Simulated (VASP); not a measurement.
Calculation: PBE GGA with D3 dispersion (Becke-Johnson damping), VASP's PBE PAW potentials (set 64) (plane waves; VASP).

The input files of a VASP run:

INCAR:
```
SYSTEM = CoSi2
PREC = Accurate
ENCUT = 520
EDIFF = 1E-7
NELM = 100
ALGO = Normal
LREAL = .FALSE.
LASPH = .TRUE.
ISMEAR = 1
SIGMA = 0.1
GGA = PE
IVDW = 12
LMAXMIX = 4
LWAVE = .FALSE.
LCHARG = .FALSE.
ISIF = 2
```

File KPOINTS:
```
Automatic mesh
0
Gamma
10 10 10
0 0 0
```

**POSCAR**
```
CoSi2
1.0
  0.0000000000   2.6771752796   2.6771752796
  2.6771752796   0.0000000000   2.6771752796
  2.6771752796   2.6771752796   0.0000000000
Co Si
1 2
direct
  0.0000000000   0.0000000000   0.0000000000
  0.2500000000   0.2500000000   0.2500000000
  0.7500000000   0.7500000000   0.7500000000
```

POTCAR, in this order: Co Si (PBE.64 set). Program: vasp_std.

The resulting files:

File OSZICAR:
```
       N       E                     dE             d eps       ncg     rms          rms(c)
DAV:   1     0.727407035472E+02    0.72741E+02   -0.69674E+03  1128   0.134E+03
DAV:   2    -0.162180138551E+02   -0.88959E+02   -0.82988E+02  1140   0.257E+02
DAV:   3    -0.206031423170E+02   -0.43851E+01   -0.41988E+01  1420   0.667E+01
DAV:   4    -0.207081142741E+02   -0.10497E+00   -0.10477E+00  1348   0.979E+00
DAV:   5    -0.207115970698E+02   -0.34828E-02   -0.34818E-02  1548   0.183E+00    0.144E+01
DAV:   6    -0.242992114387E+02   -0.35876E+01   -0.41143E+01  1432   0.136E+02    0.178E+01
DAV:   7    -0.193046740434E+02    0.49945E+01   -0.17117E+01  1508   0.107E+02    0.349E+00
DAV:   8    -0.193296117868E+02   -0.24938E-01   -0.10280E+00  1348   0.854E+00    0.186E+00
DAV:   9    -0.192958539119E+02    0.33758E-01   -0.10241E-01  1456   0.679E+00    0.445E-01
DAV:  10    -0.192958795232E+02   -0.25611E-04   -0.58995E-03  1432   0.904E-01    0.712E-02
DAV:  11    -0.192958402209E+02    0.39302E-04   -0.36131E-04  1696   0.346E-01    0.399E-02
DAV:  12    -0.192958638166E+02   -0.23596E-04   -0.51173E-05  1216   0.737E-02    0.254E-02
DAV:  13    -0.192958638731E+02   -0.56509E-07   -0.30763E-06  1464   0.149E-02    0.403E-03
DAV:  14    -0.192958640273E+02   -0.15419E-06   -0.59468E-07  1336   0.116E-02    0.296E-03
DAV:  15    -0.192958641458E+02   -0.11857E-06   -0.14090E-07   836   0.837E-03    0.679E-04
DAV:  16    -0.192958642028E+02   -0.56914E-07   -0.62002E-08   672   0.199E-03
   1 F= -.20623516E+02 E0= -.20623859E+02  d E =0.102828E-02
```

### OUTCAR
```
------------------------ aborting loop because EDIFF is reached ----------------------------------------
 Edisp (eV)   -1.32765
  FORCE on cell =-STRESS in cart. coord.  units (eV):
  Direction    XX          YY          ZZ          XY          YZ          ZX
  --------------------------------------------------------------------------------------
  Total      -1.28365    -1.28365    -1.28365     0.00000     0.00000    -0.00000
  in kB     -53.59161   -53.59161   -53.59161     0.00000     0.00000    -0.00000
  external pressure =      -53.59 kB  Pullay stress =        0.00 kB
  volume of cell :       38.38
      direct lattice vectors                 reciprocal lattice vectors
     0.000000000  2.677175280  2.677175280    -0.186764013  0.186764013  0.186764013
     2.677175280  0.000000000  2.677175280     0.186764013 -0.186764013  0.186764013
     2.677175280  2.677175280  0.000000000     0.186764013  0.186764013 -0.186764013
 POSITION                                       TOTAL-FORCE (eV/Angst)
 -----------------------------------------------------------------------------------
      0.00000      0.00000      0.00000        -0.000000      0.000000      0.000000
      1.33859      1.33859      1.33859        -0.000000     -0.000000      0.000000
      4.01576      4.01576      4.01576         0.000000      0.000000     -0.000000
 -----------------------------------------------------------------------------------
    total drift:                               -0.000000     -0.000000      0.000000
  FREE ENERGIE OF THE ION-ELECTRON SYSTEM (eV)
  ---------------------------------------------------
  free  energy   TOTEN  =       -20.6235163032 eV

  energy  without entropy=      -20.6245445818  energy(sigma->0) =      -20.62385906
```
(Selected blocks of OUTCAR.)

File OUTCAR:
```
 val. band max:       10.0413505755   @ k =   0.4000   0.0000   0.0000

 cond. band min:      10.1181311774   @ k =  -0.2000   0.3000   0.1000


 Fermi energy:        10.0833944742

 k-point     1 :       0.0000    0.0000    0.0000
  band No.  band energies     occupation
      1      -3.0260      2.00000
      2       6.0216      2.00000
      3       6.0216      2.00000
      4       6.0216      2.00000
      5       8.1911      2.00000
      6       8.1911      2.00000
      7      10.8722     -0.00000
      8      13.5143      0.00000
      9      13.5143      0.00000
     10      13.5143      0.00000
     11      13.5551      0.00000
     12      13.5551      0.00000

 k-point     2 :       0.1000    0.0000    0.0000
  band No.  band energies     occupation
      1      -2.8741      2.00000
      2       5.6498      2.00000
      3       6.0754      2.00000
      4       6.0754      2.00000
      5       8.1469      2.00000
      6       8.1469      2.00000
      7      10.9241     -0.00000
      8      11.9348     -0.00000
      9      12.6374      0.00000
     10      12.6374      0.00000
     11      14.4331      0.00000
     12      14.4331      0.00000

 k-point     3 :       0.2000    0.0000    0.0000
  band No.  band energies     occupation
      1      -2.4226      2.00000
      2       4.6960      2.00000
      3       6.2168      2.00000
      4       6.2168      2.00000
      5       8.0656      2.00000
      6       8.0656      2.00000
      7       9.8372      2.00274
      8      11.7526     -0.00000
      9      11.7526     -0.00000
     10      12.0887      0.00000
     11      14.2625      0.00000
     12      14.2625      0.00000

 k-point     4 :       0.3000    0.0000    0.0000
  band No.  band energies     occupation
      1      -1.6851      2.00000
      2       3.4048      2.00000
      3       6.3815      2.00000
      4       6.3815      2.00000
      5       8.0735      2.00000
      6       8.0735      2.00000
...
```

The compound is CoSi2 in the fluorite structure. This cell is one point of a volume scan, at 1.03 of the reference volume. The run is not spin-polarised, so no magnetic state was tried. The electron count is odd and the run is not spin-polarised, which forces a metal.
